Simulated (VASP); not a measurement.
# NCBrH2 in VASP: a series of runs

The runs below take NCBrH2 through single point, relaxation of the atoms, with PBE.

Everything below comes from runs of VASP 6.6.1. Logs are shortened: lines on timing, memory, paths and dates and some standing lists are left out, and cuts for length are marked.

### 1 The undisturbed molecule

The cell holds a molecule in a box, 5 atoms: a = 13.000 Å, b = 11.000 Å, c = 11.000 Å, α = 90.00°, β = 90.00°, γ = 90.00°.

### 2 Single point, PBE (atoms moved at random, drawn with an rms of 0.05 Å)

INCAR reads:

```
  PREC = Accurate
  ENCUT = 520
  EDIFF = 1E-6
  ISMEAR = 0
  SIGMA = 0.01
  LREAL = False
  LASPH = True
  NELM = 100
  ALGO = Normal
  ISIF = 2
  LWAVE = False
  LCHARG = False
  GGA = PE
```

KPOINTS reads:

```
Automatic mesh
0
Gamma
  1 1 1
```

POSCAR reads:

```
H2CBrN
1.0
   13.0000000000      0.0000000000      0.0000000000
    0.0000000000     11.0000000000      0.0000000000
    0.0000000000      0.0000000000     11.0000000000
N C Br H
1 1 1 2
Direct
    0.4237500000      0.4483610000      0.5116060000
    0.5121170000      0.4985390000      0.4865160000
    0.6247080000      0.4721320000      0.5922530000
    0.3765640000      0.4768740000      0.4454370000
    0.5314900000      0.5561120000      0.4101880000
```

Potentials or basis: VASP PAW PBE potentials, release 64 (N, C, Br, H).

Started as:

```console
$ cat potpaw_PBE.64/N/POTCAR potpaw_PBE.64/C/POTCAR potpaw_PBE.64/Br/POTCAR potpaw_PBE.64/H/POTCAR > POTCAR
$ mpirun -np 1 vasp_gam > vasp.out
```

OUTCAR:

```text
PREC = Accurate
   ENCUT = 520
   EDIFF = 1E-6
   ISMEAR = 0
   LREAL = False
   LASPH = True
   NELM = 100
   ISIF = 2
   GGA = PE

 ion  position               nearest neighbor table
   1  0.424  0.448  0.512-   4 1.00   2 1.30
   2  0.512  0.499  0.487-   5 1.08   1 1.30   3 1.89
   3  0.625  0.472  0.592-   2 1.89
   4  0.377  0.477  0.445-   1 1.00
   5  0.531  0.556  0.410-   2 1.08

  LATTYP: Found a simple tetragonal cell.
 ALAT       =    11.0000000000
 C/A-ratio  =     1.1818181818

  Lattice vectors:

 A1 = (   0.0000000000,  11.0000000000,   0.0000000000)
 A2 = (   0.0000000000,   0.0000000000,  11.0000000000)
 A3 = (  13.0000000000,   0.0000000000,   0.0000000000)

Analysis of symmetry for initial positions (statically):
=====================================================================
 Subroutine PRICEL returns:
 Original cell was already a primitive cell.

 Routine SETGRP: Setting up the symmetry group for a
 simple tetragonal supercell.

 Subroutine GETGRP returns: Found  1 space group operations
 (whereof  1 operations were pure point group operations)
 out of a pool of 16 trial point group operations.

The static configuration has the point symmetry C_1 .

Analysis of symmetry for dynamics (positions and initial velocities):
=====================================================================
 Subroutine PRICEL returns:
 Original cell was already a primitive cell.

 Routine SETGRP: Setting up the symmetry group for a
 simple tetragonal supercell.

 Subroutine GETGRP returns: Found  1 space group operations
 (whereof  1 operations were pure point group operations)
 out of a pool of 16 trial point group operations.

The dynamic configuration has the point symmetry C_1 .

 Subroutine INISYM returns: Found  1 space group operations
 (whereof  1 operations are pure point group operations),
 and found     1 'primitive' translations

----------------------------------------------------------------------------------------

                                     Primitive cell

  volume of cell :    1573.0000

  direct lattice vectors                    reciprocal lattice vectors
    13.000000000  0.000000000  0.000000000     0.076923077  0.000000000  0.000000000
     0.000000000 11.000000000  0.000000000     0.000000000  0.090909091  0.000000000
     0.000000000  0.000000000 11.000000000     0.000000000  0.000000000  0.090909091

  length of vectors
    13.000000000 11.000000000 11.000000000     0.076923077  0.090909091  0.090909091

  position of ions in fractional coordinates (direct lattice)
     0.423750000  0.448361000  0.511606000
     0.512117000  0.498539000  0.486516000
     0.624708000  0.472132000  0.592253000
     0.376564000  0.476874000  0.445437000
     0.531490000  0.556112000  0.410188000

  ion indices of the primitive-cell ions
   primitive index   ion index
                 1           1
                 2           2
                 3           3
                 4           4
                 5           5

----------------------------------------------------------------------------------------

 KPOINTS: Automatic mesh

Automatic generation of k-mesh.
 Grid dimensions read from file:
 generate k-points for:    1    1    1

 Generating k-lattice:

  Cartesian coordinates                     Fractional coordinates (reciprocal lattice)
     0.076923077  0.000000000  0.000000000     1.000000000  0.000000000  0.000000000
     0.000000000  0.090909091  0.000000000     0.000000000  1.000000000  0.000000000
     0.000000000  0.000000000  0.090909091     0.000000000  0.000000000  1.000000000

  Length of vectors
     0.076923077  0.090909091  0.090909091

  Shift w.r.t. Gamma in fractional coordinates (k-lattice)
     0.000000000  0.000000000  0.000000000

 Subroutine IBZKPT returns following result:
 ===========================================

 Found      1 irreducible k-points:

 Following reciprocal coordinates:
            Coordinates               Weight
  0.000000  0.000000  0.000000      1.000000
   k-points           NKPTS =      1   k-points in BZ     NKDIM =      1   number of bands    NBANDS=     13
   number of dos      NEDOS =    301   number of ions     NIONS =      5
   total plane-waves  NPLWV = 691488
   dimension x,y,z NGX =    98 NGY =   84 NGZ =   84
   dimension x,y,z NGXF=   196 NGYF=  168 NGZF=  168
   ions per type =               1   1   1   2
   NGX,Y,Z   is equivalent  to a cutoff of  12.53, 12.70, 12.70 a.u.
   NGXF,Y,Z  is equivalent  to a cutoff of  25.06, 25.39, 25.39 a.u.
 SYSTEM =  unknown system
   PREC   = accura    normal or accurate (medium, high low for compatibility)
   ISTART =      0    job   : 0-new  1-cont  2-samecut
   ICHARG =      2    charge: 1-file 2-atom 10-const
   ISPIN  =      1    spin polarized calculation?
   LNONCOLLINEAR =      F non collinear calculations
   LSORBIT =      F    spin-orbit coupling
   LASPH  =      T    aspherical Exc in radial PAW
   ENCUT  =  520.0 eV  38.22 Ry    6.18 a.u.  24.17 20.45 20.45*2*pi/ulx,y,z
   NELM   =    100;   NELMIN=  2; NELMDL= -5     # of ELM steps
   EDIFF  = 0.1E-05   stopping-criterion for ELM
[... 8 lines left out ...]
   TEBEG  =    0.0;   TEEND  =   0.0 temperature during run
   PSTRESS=    0.0 pullay stress
   NELECT =      18.0000    total number of electrons
   NUPDOWN=      -1.0000    fix difference up-down
   EMIN   =  10.00;   EMAX   =-10.00  energy-range for DOS
   EFERMI =   0.00;   METHOD = LEGACY
   ISMEAR =     0;   SIGMA  =   0.01  broadening in eV -4-tet -1-fermi 0-gaus
   EFERMI_NEDOS =   21; number of points for ismear=-14 and -15
   IALGO  =     38    algorithm
   IMIX   =      4    mixing-type and parameters
     AMIX     =   0.40;   BMIX     =  1.00
     AMIX_MAG =   1.60;   BMIX_MAG =  1.00
  volume/ion in A,a.u.               =     314.60      2123.03
  Fermi-wavevector in a.u.,A,eV,Ry     =   0.368912  0.697143  1.851699  0.136096
  Thomas-Fermi vector in A             =   1.295136
   LORBIT       =      0    0 simple, 1 ext, 2 COOP (PROOUT), +10 PAW based schemes
   GGA     = PE    functional components
   LHFCALC =     F    Hartree Fock is set to
   AEXX    =    0.0000 exact exchange contribution
   IVDW    =     0    specifies the selected vdW correction
   LEPSILON=     F    determine dielectric tensor
   LRPA    =     F    only Hartree local field effects (RPA)
 non-spin polarized calculation
 Gauss-broadening in eV      SIGMA  =   0.01
  energy-cutoff  :      520.00
  volume of cell :     1573.00
 maximum number of plane-waves:     21209
 NGX is ok and might be reduce to    98
   NGX = 49   NGY = 41   NGZ = 41

 number of electron      17.9999999 magnetization

 Free energy of the ion-electron system (eV)
  ---------------------------------------------------
  ext. energy  EPLUGINS =         0.00000000
  ---------------------------------------------------
  free energy    TOTEN  =       -25.47869120 eV

  energy without entropy =      -25.47869120  energy(sigma->0) =      -25.47869120

 E-fermi :  -6.8068     XC(G=0):  -0.7664

 val. band max:       -6.8663212375   @ k =   0.0000   0.0000   0.0000
 cond. band min:      -2.1160468950   @ k =   0.0000   0.0000   0.0000
 fundamental gap:      4.7502743425
 Fermi energy:        -6.8068399856

 k-point     1 :       0.0000    0.0000    0.0000
  band No.  band energies     occupation
      1     -23.0539      2.00000
      2     -20.3670      2.00000
      3     -14.9959      2.00000
      4     -12.8829      2.00000
      5     -10.2002      2.00000
      6      -9.0978      2.00000
      7      -7.0573      2.00000
      8      -7.0017      2.00000
      9      -6.8663      2.00000
     10      -2.1160      0.00000
     11      -0.9205      0.00000
     12      -0.5087      0.00000
     13       0.2840      0.00000

------------------------ aborting loop because EDIFF is reached ----------------------------------------

  FORCE on cell =-STRESS in cart. coord.  units (eV):
  Direction    XX          YY          ZZ          XY          YZ          ZX
  --------------------------------------------------------------------------------------
  -------------------------------------------------------------------------------------
  Total       -1.0825466     -0.4438002      0.6329943     -1.2923870     -0.0359991      1.4057516
  in kB       -1.1026265     -0.4520322      0.6447357     -1.3163593     -0.0366668      1.4318267
  external PRESSURE =      -0.3033077 kB  Pullay stress =       0.0000000 kB

 VOLUME and BASIS-vectors are now :
 -----------------------------------------------------------------------------
  energy-cutoff  :      520.00
  volume of cell :     1573.00
      direct lattice vectors                 reciprocal lattice vectors
    13.000000000  0.000000000  0.000000000     0.076923077  0.000000000  0.000000000
     0.000000000 11.000000000  0.000000000     0.000000000  0.090909091  0.000000000
     0.000000000  0.000000000 11.000000000     0.000000000  0.000000000  0.090909091

 POSITION                                       TOTAL-FORCE (eV/Angst)
 -----------------------------------------------------------------------------------
      5.50875      4.93197      5.62767         2.834937      0.956572      0.018275
      6.65752      5.48393      5.35168        -2.106507     -1.448428      1.158271
      8.12120      5.19345      6.51478         0.211269      0.023957      0.016035
      4.89533      5.24561      4.89981        -1.067206      0.171441     -0.844036
      6.90937      6.11723      4.51207         0.127507      0.296458     -0.348544
 -----------------------------------------------------------------------------------
    total drift:                                0.000230      0.000029     -0.000186

  FREE ENERGIE OF THE ION-ELECTRON SYSTEM (eV)
  ---------------------------------------------------
  free  energy   TOTEN  =       -25.4786911957 eV

  energy  without entropy=      -25.4786911957  energy(sigma->0) =      -25.47869120
```

Run time: 3 min. Hardware: 1 thread of Intel Xeon Platinum 8488C (Sapphire Rapids), shared host; peak memory 1.2 GiB.

Results:

```
Free energy                     : -25.4787 eV
Largest force                   : 2.992 eV/Å
Gap between the frontier levels : 4.75 eV
```

Forces in eV/Å, atoms in the order of the input:
```
N    2.835  0.957  0.018
C   -2.107 -1.448  1.158
Br   0.211  0.024  0.016
H   -1.067  0.171 -0.844
H    0.128  0.296 -0.349
```

Levels at points of the mesh, in eV from the valence-band top:
| k point | band 7 | band 8 | band 9 | band 10 | band 11 | band 12 |
| --- | --- | --- | --- | --- | --- | --- |
| (0.00, 0.00, 0.00) | -0.19 | -0.14 | 0.00 | 4.75 | 5.95 | 6.36 |

### 3 Relaxation of the atoms, PBE (atoms moved at random, drawn with an rms of 0.02 Å)

INCAR reads:

```
SYSTEM = H2CBrN
PREC     = Accurate       ! precision mode
ENCUT    = 520            ! plane-wave cutoff, eV
EDIFF    = 1E-6           ! SCF threshold, eV
ISMEAR   = 0              ! smearing method
SIGMA    = 0.01           ! smearing width, eV
LREAL    = .FALSE.        ! projectors in reciprocal space
LASPH    = .TRUE.         ! aspherical terms in the spheres
NELM     = 80             ! most SCF steps
ALGO     = Normal         ! electronic algorithm
ISIF     = 2              ! what is computed and relaxed
LWAVE    = .FALSE.        ! write WAVECAR
LCHARG   = .FALSE.        ! write CHGCAR
GGA      = PE             ! functional
IBRION   = 2              ! ionic algorithm
NSW      = 60             ! ionic steps
EDIFFG   = -0.005         ! ionic threshold
```

KPOINTS reads:

```
Automatic mesh
0
G
  1 1 1
  0 0 0
```

POSCAR reads:

```
H2CBrN
1.0
   13.0000000000      0.0000000000      0.0000000000
    0.0000000000     11.0000000000      0.0000000000
    0.0000000000      0.0000000000     11.0000000000
N C Br H
1 1 1 2
Direct
    0.4275560000      0.4498670000      0.5122520000
    0.5117500000      0.4952340000      0.4887920000
    0.6280000000      0.4729710000      0.5928110000
    0.3741220000      0.4738650000      0.4484590000
    0.5356460000      0.5531570000      0.4124440000
```

Potentials or basis: VASP PAW PBE potentials, release 64 (N, C, Br, H).

Started as:

```console
$ cat potpaw_PBE.64/N/POTCAR potpaw_PBE.64/C/POTCAR potpaw_PBE.64/Br/POTCAR potpaw_PBE.64/H/POTCAR > POTCAR
$ mpirun -np 1 vasp_gam > vasp.out
```

Run time: 20 min. Hardware: 1 thread of Intel Xeon Platinum 8488C (Sapphire Rapids), shared host; peak memory 1.4 GiB.

It converged, with:

| Item | Value |
| --- | --- |
| Free energy | -25.5817 eV |
| Energy gained by relaxing | 6.3 meV/atom |
| Ionic steps | 26 |
| Largest force after relaxing | 0.004 eV/Å |
| Gap between the frontier levels | 4.94 eV |

Forces on the atoms (eV/Å):
```
N    0.003  0.001 -0.002
C    0.000 -0.001  0.001
Br  -0.003  0.000 -0.001
H   -0.001  0.000  0.001
H    0.000  0.000  0.000
```

The path:
| step | energy change (eV) | largest force (eV/Å) | pressure (GPa) |
| --- | --- | --- | --- |
| 1 | 0.0000 | 1.9985 | 0.11 |
| 2 | 0.6019 | 7.7580 | -0.20 |
| 3 | -0.0243 | 0.3818 | 0.03 |
| 4 | -0.0244 | 0.3779 | 0.04 |
| 5 | -0.0244 | 0.5784 | -0.03 |
| 6 | -0.0279 | 0.1884 | 0.00 |
| 7 | -0.0299 | 0.1326 | -0.01 |
| 8 | -0.0299 | 0.1436 | -0.01 |
| 9 | -0.0305 | 0.1052 | -0.01 |
| 10 | -0.0306 | 0.0700 | -0.01 |
| 11 | -0.0309 | 0.0384 | -0.01 |
| 12 | -0.0310 | 0.0932 | -0.01 |
| 13 | -0.0310 | 0.0700 | -0.01 |
| 14 | -0.0311 | 0.1396 | 0.00 |
| 15 | -0.0311 | 0.0682 | 0.00 |
| 16 | -0.0312 | 0.0312 | 0.00 |
| 17 | -0.0313 | 0.0174 | -0.01 |
| 18 | -0.0313 | 0.0145 | -0.01 |
| 19 | -0.0313 | 0.0106 | -0.01 |
| 20 | -0.0313 | 0.0082 | -0.01 |
| 21 | -0.0313 | 0.0179 | -0.01 |
| 22 | -0.0313 | 0.0137 | -0.01 |
| 23 | -0.0313 | 0.0060 | -0.01 |
| 24 | -0.0313 | 0.0064 | -0.01 |
| 25 | -0.0313 | 0.0060 | -0.01 |
| 26 | -0.0313 | 0.0038 | -0.01 |

Final structure:
```xyz
5
Lattice="13.0000 0.0000 0.0000 0.0000 11.0000 0.0000 0.0000 0.0000 11.0000" Properties=species:S:1:pos:R:3 pbc="T T T"
N     5.5507    4.9560    5.6423
C     6.6679    5.4645    5.3751
Br    8.1728    5.1877    6.5337
H     4.8513    5.1956    4.9277
H     6.9593    6.0922    4.5236
```

Levels at points of the mesh, in eV from the valence-band top:
```csv
k point,band 7,band 8,band 9,band 10,band 11,band 12
"(0.00, 0.00, 0.00)",-0.15,-0.07,0.00,4.94,5.79,6.25
```

Caveat: the standard files for N, O and F lose accuracy on very short bonds.

### 4 For comparison

An earlier run on the cell as given: functional PBE; potentials or basis VASP PAW PBE potentials, release 64 (N, C, Br, H); cutoff 520 eV; k mesh 1 × 1 × 1; occupations gaussian, width 0.01 eV; no spin polarisation.

* Largest force: 0.847 eV/Å
* Gap between the frontier levels: 5.00 eV

### 5 The runs side by side

```csv
task,cell,gap on the mesh (eV),largest force (eV/Å)
single point,"atoms moved at random, drawn with an rms of 0.05 Å",4.75,2.99
relaxation of the atoms,"atoms relaxed from: atoms moved at random, drawn with an rms of 0.02 Å",4.94,-
single point,as given,5.00,0.85
```

Alike in all rows: level PBE; potentials or basis VASP PAW PBE potentials, release 64 (N, C, Br, H); no spin polarisation; k mesh 1 × 1 × 1; cutoff (eV) 520; smearing gaussian 0.01 eV.

Caveats: the standard files for N, O and F lose accuracy on very short bonds (some runs).

Total energies depend on the potentials used, so only differences within one code and one set of settings carry meaning.
